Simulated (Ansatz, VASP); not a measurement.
# WS2 (Tungstenite) in two plane-wave programs

Aim: how closely do two programs agree when they are given the same cell, functional and k mesh? The cell is taken from a series of VASP runs on this material, whose earlier steps may have relaxed, scaled or displaced it; both programs get it as it stands. Other levels of theory on this material are compared in a session of their own.

Main program and level: Ansatz 0.2.0; plane waves, with VASP 6.6.1 beside it; band structure at LDA, spin-orbit coupling.

## Step 1: The structure

It takes space group P6_3/mmc (No. 194, hexagonal). The conventional cell has a = 3.153 Å, b = 3.153 Å, c = 12.323 Å, α = 90.00°, β = 90.00°, γ = 120.00°. Nearest to W lie 6 S at 2.40 Å. Nearest to S lie 3 W at 2.40 Å. Farther neighbours and most contacts between anions are not listed.

## Step 2: VASP: band structure, LDA, spin-orbit coupling

Levels along a path test the potential and the projectors away from the mesh points.

Lines of VASP's logs that name or quote its potential files are left out, and so is its time.

The input, INCAR:

```
SYSTEM = WS2
PREC = Accurate
ENCUT = 350
EDIFF = 1E-06
NELM = 100
ISMEAR = 0
SIGMA = 0.03
LREAL = .FALSE.
ALGO = Normal
GGA = CA
LNONCOLLINEAR = .TRUE.
MAGMOM = 0 0 0 0 0 0 0 0 0 0 0 0 0 0 0 0 0 0
NBANDS = 48
GGA_COMPAT = .FALSE.
LASPH = .TRUE.
LSORBIT = .TRUE.
LMAXMIX = 4
LORBIT = 11
LWAVE = .FALSE.
LCHARG = .FALSE.
KPAR = 4
```

The input, POSCAR:

```
WS2
1.0
    3.1532000000      0.0000000000      0.0000000000
   -1.5766000000      2.7307513032      0.0000000000
    0.0000000000      0.0000000000     12.3230000000
W S
2 4
Direct
    0.6666666667      0.3333333333      0.7500000000
    0.3333333333      0.6666666667      0.2500000000
    0.6666666667      0.3333333333      0.3775000000
    0.3333333333      0.6666666667      0.8775000000
    0.6666666667      0.3333333333      0.1225000000
    0.3333333333      0.6666666667      0.6225000000
```

The input, KPOINTS:

```
Automatic mesh
0
Gamma
6 6 2
0 0 0
```

The input, KPOINTS_OPT:

```
Line mode
8
Line-mode
Reciprocal
  0.00000000   0.00000000   0.00000000 GAMMA
  0.50000000   0.00000000   0.00000000 M

  0.50000000   0.00000000   0.00000000 M
  0.33333333   0.33333333   0.00000000 K

  0.33333333   0.33333333   0.00000000 K
  0.00000000   0.00000000   0.00000000 GAMMA

  0.00000000   0.00000000   0.00000000 GAMMA
  0.00000000   0.00000000   0.50000000 A

  0.00000000   0.00000000   0.50000000 A
  0.50000000   0.00000000   0.50000000 L

  0.50000000   0.00000000   0.50000000 L
  0.33333333   0.33333333   0.50000000 H

  0.33333333   0.33333333   0.50000000 H
  0.00000000   0.00000000   0.50000000 A

  0.50000000   0.00000000   0.50000000 L
  0.50000000   0.00000000   0.00000000 M

  0.33333333   0.33333333   0.00000000 K
  0.33333333   0.33333333   0.50000000 H
```

Potentials, in the order of the species: W and S (LDA family, release 64).

Started as:

```sh
> mpirun -np 4 vasp_ncl
```

Numbers of over 12 decimals in the logs are rounded to 6 here.

Output:

```text
[banner, memory and clock lines left out]
running    4 mpi-ranks, on    1 nodes
 distrk:  each k-point on    1 cores,    4 groups
 distr:  one band on    1 cores,    1 groups

 POSCAR found type information on POSCAR W S
 POSCAR found :  2 types and       6 ions
 LDA part: xc-table for (Slater(with rela. corr.)+CA(PZ))
 , standard interpolation
 POSCAR, INCAR and KPOINTS ok, starting setup
 FFT: planning ... GRIDC
 FFT: planning ... GRID_SOFT
 FFT: planning ... GRID
 WAVECAR not read
 entering main loop
       N       E                     dE             d eps       ncg     rms          rms(c)
DAV:   1     0.137267832394E+03    0.13727E+03   -0.12772E+04  1344   0.967E+02
DAV:   2    -0.428404640455E+02   -0.18011E+03   -0.17193E+03  1760   0.228E+02
DAV:   3    -0.553716911567E+02   -0.12531E+02   -0.12379E+02  1704   0.620E+01
DAV:   4    -0.557133732271E+02   -0.34168E+00   -0.33986E+00  1856   0.104E+01
DAV:   5    -0.557207319103E+02   -0.73587E-02   -0.73500E-02  1744   0.146E+00    0.406E+01
DAV:   6    -0.534208649082E+02    0.22999E+01   -0.98899E+00  1872   0.152E+01    0.183E+01
DAV:   7    -0.531214290649E+02    0.29944E+00   -0.34261E+00  1704   0.105E+01    0.887E+00
DAV:   8    -0.529735636776E+02    0.14787E+00   -0.48264E-01  1760   0.429E+00    0.146E+00
DAV:   9    -0.529680657633E+02    0.54979E-02   -0.77144E-02  1816   0.147E+00    0.619E-01
DAV:  10    -0.529663289579E+02    0.17368E-02   -0.92432E-03  1768   0.527E-01    0.353E-01
DAV:  11    -0.529658564130E+02    0.47254E-03   -0.27850E-03  1792   0.261E-01    0.238E-01
DAV:  12    -0.529657830927E+02    0.73320E-04   -0.61359E-04  1832   0.139E-01    0.780E-02
DAV:  13    -0.529657867585E+02   -0.36658E-05   -0.71640E-05  1704   0.533E-02    0.640E-02
DAV:  14    -0.529657850322E+02    0.17263E-05   -0.43930E-06  1816   0.996E-03    0.405E-02
DAV:  15    -0.529657837500E+02    0.12823E-05   -0.30030E-06  1544   0.760E-03    0.115E-02
DAV:  16    -0.529657835799E+02    0.17008E-06   -0.37971E-07   968   0.347E-03
   1 F= -.52965784E+02 E0= -.52965784E+02  d E =-.351643E-15  mag=    -0.0000     0.0000    -0.0000
 Start KPOINTS_OPT (optional k-point list driver)
k-point batch [1-14\72]
       N       E                     dE             ncg
DAV:   1     0.279709535420E+04   -0.81516E+04     1344
DAV:   2     0.314359940526E+03   -0.24827E+04     1760
DAV:   3     0.146588602066E+03   -0.16777E+03     1672
DAV:   4     0.141606743685E+03   -0.49819E+01     1976
DAV:   5     0.141507344518E+03   -0.99399E-01     1728
DAV:   6     0.141504248694E+03   -0.30958E-02     2016
DAV:   7     0.141504158260E+03   -0.90434E-04     1744
DAV:   8     0.141504154979E+03   -0.32813E-05     1576
DAV:   9     0.141504154821E+03   -0.15757E-06     1224
[...]
k-point batch [71-72\72]
       N       E                     dE             ncg
DAV:   1     0.145260613389E+05   -0.21358E+04      192
DAV:   2     0.142050845508E+05   -0.32098E+03      256
DAV:   3     0.141845544386E+05   -0.20530E+02      248
DAV:   4     0.141841837992E+05   -0.37064E+00      240
DAV:   5     0.141841718768E+05   -0.11922E-01      256
DAV:   6     0.141841716316E+05   -0.24523E-03      240
DAV:   7     0.141841716199E+05   -0.11699E-04      256
DAV:   8     0.141841716193E+05   -0.60882E-06      208
```

From OUTCAR (step 2):

```text
ion  position               nearest neighbor table
   1  0.667  0.333  0.750-   4 2.40   6 2.40   4 2.40   6 2.40   4 2.40   6 2.40
   2  0.333  0.667  0.250-   3 2.40   5 2.40   3 2.40   5 2.40   3 2.40   5 2.40
   3  0.667  0.333  0.377-   2 2.40   2 2.40   2 2.40
   4  0.333  0.667  0.877-   1 2.40   1 2.40   1 2.40
   5  0.667  0.333  0.123-   2 2.40   2 2.40   2 2.40
   6  0.333  0.667  0.623-   1 2.40   1 2.40   1 2.40

  LATTYP: Found a hexagonal cell.
 ALAT       =     3.1532000000
 C/A-ratio  =     3.9080933655

 Subroutine GETGRP returns: Found 24 space group operations
 (whereof 12 operations were pure point group operations)

The static configuration has the point symmetry D_3d.
 The point group associated with its full space group is D_6h.

 Found     14 irreducible k-points:

   k-points           NKPTS =     14   k-points in BZ     NKDIM =     14   number of bands    NBANDS=     48

   dimension x,y,z NGX =    20 NGY =   20 NGZ =   80
   dimension x,y,z NGXF=    40 NGYF=   40 NGZF=  160

   ENCUT  =  350.0 eV  25.72 Ry    5.07 a.u.   4.81  4.81 18.80*2*pi/ulx,y,z

   NELECT =      36.0000    total number of electrons

 k-points in reciprocal lattice and weights: Automatic mesh
   0.00000000  0.00000000  0.00000000       0.014
   0.16666667 -0.00000000  0.00000000       0.083
   0.33333333 -0.00000000  0.00000000       0.083
   0.50000000 -0.00000000  0.00000000       0.042
   0.16666667  0.16666667  0.00000000       0.083
   0.33333333  0.16666667  0.00000000       0.167
   0.33333333  0.33333333  0.00000000       0.028
   0.00000000  0.00000000  0.50000000       0.014
   0.16666667 -0.00000000  0.50000000       0.083
[...]
0.33333333  0.16666667  0.50000000       0.167
   0.33333333  0.33333333  0.50000000       0.028

 average (electrostatic) potential at core
       1 -40.2520       2 -40.2520       3 -86.1829       4 -86.1829       5 -86.1829
       6 -86.1829

 E-fermi :   6.4482

 k-point     1 :       0.0000    0.0000    0.0000
  band No.  band energies     occupation
    ...
     32       4.8360      1.00000
     33       5.0445      1.00000
     34       5.0445      1.00000
     35       6.2917      1.00000
     36       6.2917      1.00000
     37       8.5011      0.00000
     38       8.5012      0.00000
     39       8.5058      0.00000
     40       8.5058      0.00000
     41       8.5290      0.00000
    ...

 k-point     2 :       0.1667   -0.0000    0.0000
  band No.  band energies     occupation
    ...
     32       4.8823      1.00000
     33       5.0072      1.00000
     34       5.0072      1.00000
     35       5.4492      1.00000
     36       5.4492      1.00000
     37       7.7850      0.00000
     38       7.7850      0.00000
     39       8.2441      0.00000
     40       8.2441      0.00000
     41       8.3382      0.00000
    ...

 k-point     3 :       0.3333   -0.0000    0.0000
  band No.  band energies     occupation
    ...
     32       4.1503      1.00000
     33       4.3327      1.00000
     34       4.3327      1.00000
     35       4.5724      1.00000
     36       4.5724      1.00000
     37       7.8150      0.00000
     38       7.8150      0.00000
     39       8.1704      0.00000
     40       8.1704      0.00000
     41       8.3057      0.00000
    ...

  Total       -2.8867362     -2.8867362     -2.8230235      0.0000000      0.0000000      0.0000000
  in kB      -43.5880629    -43.5880629    -42.6260369      0.0000000      0.0000000      0.0000000
  external PRESSURE =     -43.2673876 kB  Pullay stress =       0.0000000 kB

  energy-cutoff  :      350.00
  volume of cell :      106.11
      direct lattice vectors                 reciprocal lattice vectors
     3.153200000  0.000000000  0.000000000     0.317138145  0.183099794  0.000000000
    -1.576600000  2.730751303  0.000000000     0.000000000  0.366199587  0.000000000
     0.000000000  0.000000000 12.323000000     0.000000000  0.000000000  0.081149071

 POSITION                                       TOTAL-FORCE (eV/Angst)
 -----------------------------------------------------------------------------------
      1.57660      0.91025      9.24225        -0.000000      0.000000      0.000000
     -0.00000      1.82050      3.08075        -0.000000      0.000000      0.000000
      1.57660      0.91025      4.65193         0.000000     -0.000000     -0.364249
     -0.00000      1.82050     10.81343        -0.000000      0.000000     -0.364249
      1.57660      0.91025      1.50957         0.000000     -0.000000      0.364249
     -0.00000      1.82050      7.67107         0.000000      0.000000      0.364249
 -----------------------------------------------------------------------------------
    total drift:                               -0.000000      0.000000     -0.000000

  FREE ENERGIE OF THE ION-ELECTRON SYSTEM (eV)
  ---------------------------------------------------
  free  energy   TOTEN  =       -52.9657835799 eV

  energy  without entropy=      -52.9657835799  energy(sigma->0) =      -52.96578358

 Spin-Orbit-Coupling matrix elements
 Ion:    1  E_soc:     -0.3207910
 Ion:    2  E_soc:     -0.3207910
 Ion:    3  E_soc:     -0.0032353
 Ion:    4  E_soc:     -0.0032353
 Ion:    5  E_soc:     -0.0032353
 Ion:    6  E_soc:     -0.0032353

 total charge
# of ion       s       p       d       tot
------------------------------------------
    1        0.566   0.719   4.302   5.587
    2        0.566   0.719   4.302   5.587
    3        1.359   2.346   0.000   3.705
    4        1.359   2.346   0.000   3.705
    5        1.359   2.346   0.000   3.705
    6        1.359   2.346   0.000   3.705
--------------------------------------------------
tot          6.566  10.824   8.604  25.994

 magnetization (x)
# of ion       s       p       d       tot
------------------------------------------
    1        0.000   0.000   0.000   0.000
    2        0.000  -0.000   0.000  -0.000
    3       -0.000   0.000   0.000  -0.000
    4       -0.000   0.000   0.000  -0.000
    5       -0.000   0.000   0.000  -0.000
    6        0.000   0.000   0.000   0.000
--------------------------------------------------
tot          0.000  -0.000   0.000   0.000

 magnetization (y)
# of ion       s       p       d       tot
------------------------------------------
    1        0.000   0.000  -0.000  -0.000
    2        0.000   0.000  -0.000  -0.000
    3        0.000   0.000   0.000   0.000
    4        0.000   0.000   0.000   0.000
    5        0.000   0.000   0.000   0.000
    6        0.000   0.000   0.000   0.000
--------------------------------------------------
tot          0.000   0.000  -0.000   0.000

 magnetization (z)
# of ion       s       p       d       tot
------------------------------------------
    1        0.000   0.000   0.000   0.000
    2        0.000   0.000   0.000   0.000
    3        0.000   0.000   0.000   0.000
    4        0.000   0.000   0.000   0.000
    5        0.000   0.000   0.000   0.000
    6        0.000   0.000   0.000   0.000
--------------------------------------------------
tot          0.000   0.000   0.000   0.000

[... 3 further parts left out ...]
```

The run ends at a pressure of -4.33 GPa, with forces up to 0.36 eV/Å.

(Continued in part 2 of 2.)

[Lines on the potential files, build, host, timing and source positions are cut from VASP's logs without a mark.]

[Logs are printed without paths, hosts, clocks, repeated set-up lines and the standing remarks that a program may print on its own settings, such as how far it seeks lower states.]

[Hosts, paths, dates, database ids (printed as entryN), source tags and the programs' standing remarks are cut or masked in the printed files.]
